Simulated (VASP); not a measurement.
Method: PBEsol GGA, VASP's PBE PAW potentials (set 64) (plane waves; VASP).

Input for VASP

**KPOINTS**
```
k-points along high-symmetry lines
15
Line-mode
Reciprocal
  0.000000   0.000000   0.000000 ! GAMMA
  0.000000   0.500000   0.000000 ! X

  0.000000   0.500000   0.000000 ! X
  0.500000   0.500000   0.000000 ! M

  0.500000   0.500000   0.000000 ! M
  0.000000   0.000000   0.000000 ! GAMMA

  0.000000   0.000000   0.000000 ! GAMMA
  0.500000   0.500000   0.500000 ! R

  0.500000   0.500000   0.500000 ! R
  0.000000   0.500000   0.000000 ! X

  0.500000   0.500000   0.500000 ! R
  0.500000   0.500000   0.000000 ! M
```

INCAR:
```
# general
SYSTEM  = Ga3As4B
PREC    = Accurate
ENCUT   = 520
LREAL   = .FALSE.
LASPH   = .TRUE.   # aspherical one-centre terms
ICHARG  = 11   # fixed density

# electronic loop
EDIFF   = 1E-7   # SCF stop (eV)
NELM    = 100   # most electronic steps
ALGO    = Normal
LMAXMIX = 4   # l cut-off of mixed one-centre charges

# smearing
ISMEAR  = 0
SIGMA   = 0.05   # width (eV)

# functional
GGA     = PS

# output
LWAVE   = .FALSE.
LCHARG  = .FALSE.
LORBIT  = 11
```

### POSCAR
```
Ga3As4B
1.0
  5.4421497618   0.0000000000   0.0000000000
  0.0000000000   5.4421497618   0.0000000000
  0.0000000000   0.0000000000   5.4421497618
Ga As B
3 4 1
Direct
  0.0000000000   0.0000000000   1.0000000000
  0.5000000000   0.5000000000   1.0000000000
  0.5000000000   0.0000000000   0.5000000000
  0.2280403459   0.2719596541   0.2719596541
  0.7719596541   0.7280403459   0.2719596541
  0.7719596541   0.2719596541   0.7280403459
  0.2280403459   0.7280403459   0.7280403459
  1.0000000000   0.5000000000   0.5000000000
```

POTCAR, in this order: Ga_d As B (PBE.64 set). Program: vasp_std. Read from the step before: CHGCAR.

The resulting files:

### OSZICAR
```
       N       E                     dE             d eps       ncg     rms          rms(c)
DAV:   1     0.518827159634E+03    0.51883E+03   -0.28378E+04  7015   0.226E+03
DAV:   2     0.413647025628E+02   -0.47746E+03   -0.46454E+03  7308   0.572E+02
DAV:   3    -0.318831925677E+02   -0.73248E+02   -0.69390E+02  7848   0.161E+02
DAV:   4    -0.363943709644E+02   -0.45112E+01   -0.43866E+01  8173   0.381E+01
DAV:   5    -0.365297428872E+02   -0.13537E+00   -0.13470E+00  8118   0.627E+00
DAV:   6    -0.365362936963E+02   -0.65508E-02   -0.65437E-02  9746   0.130E+00
DAV:   7    -0.365364424027E+02   -0.14871E-03   -0.14868E-03  8738   0.155E-01
DAV:   8    -0.365364484304E+02   -0.60278E-05   -0.60277E-05  9778   0.229E-02
DAV:   9    -0.365364485171E+02   -0.86644E-07   -0.86645E-07  6817   0.274E-03
   1 F= -.36536449E+02 E0= -.36536449E+02  d E =-.658564E-16
```

**OUTCAR**
```
 val. band max:        4.3579879979   @ k =   0.0000   0.0000   0.0000

 cond. band min:       4.9235377816   @ k =   0.5000   0.5000   0.5000



 k-point     1 :       0.0000    0.0000    0.0000
  band No.  band energies     occupation
      1     -10.5736      2.00000
      2     -10.5736      2.00000
      3     -10.5736      2.00000
      4     -10.4596      2.00000
      5     -10.4541      2.00000
      6     -10.4541      2.00000
      7     -10.4541      2.00000
      8     -10.4230      2.00000
      9     -10.4230      2.00000
     10     -10.4230      2.00000
     11     -10.4150      2.00000
     12     -10.4150      2.00000
     13     -10.3912      2.00000
     14     -10.3912      2.00000
     15     -10.3540      2.00000
     16      -9.0540      2.00000
     17      -6.1343      2.00000
     18      -6.1343      2.00000
     19      -6.1343      2.00000
     20      -3.5723      2.00000
     21      -2.5803      2.00000
     22      -2.5803      2.00000
     23       0.8771      2.00000
     24       0.8771      2.00000
     25       0.8771      2.00000
     26       1.6186      2.00000
     27       1.6186      2.00000
     28       1.6186      2.00000
     29       4.3580      2.00000
     30       4.3580      2.00000
     31       4.3580      2.00000
     32       5.1985      0.00000
     33       5.4811      0.00000
     34       5.4811      0.00000
     35       5.6368      0.00000
     36       5.6368      0.00000
     37       5.6368      0.00000

 k-point     2 :       0.0000    0.0357    0.0000
  band No.  band energies     occupation
      1     -10.5735      2.00000
      2     -10.5734      2.00000
      3     -10.5734      2.00000
      4     -10.4597      2.00000
      5     -10.4543      2.00000
      6     -10.4541      2.00000
      7     -10.4541      2.00000
      8     -10.4232      2.00000
      9     -10.4232      2.00000
     10     -10.4230      2.00000
     11     -10.4151      2.00000
     12     -10.4150      2.00000
...
```

The density is held fixed in this step, so its total energy and stress have no physical meaning.

The structure was generated: Ga3As4B was put into an ordered model structure (P-43m), which need not be its known phase. It was relaxed first.
